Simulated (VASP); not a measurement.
```
CELL_PARAMETERS angstrom
      0.00000     2.32664     2.32664
      2.32664     0.00000     2.32664
      2.32664     2.32664     0.00000
ATOMIC_POSITIONS crystal
  Ca 0.00000 0.00000 0.00000
```

The numbers are results of PBE GGA, VASP's PBE PAW potentials (set 64) (plane waves; VASP), not measurements. Numerical set-up: 500 eV cut-off, 10×10×10 Γ-centred mesh, Gaussian smearing of 0.050 eV, potentials Ca_sv.

Problem. Estimate the energy per atom (σ→0), pressure.

Solution. 
```yaml
energy per atom (σ→0): -1.194 eV/atom
pressure: 19.96 GPa
```

Only differences to runs with the same potentials and settings are physical.

The compound is Ca in the fcc structure. It was relaxed first under an external pressure of 20 GPa.
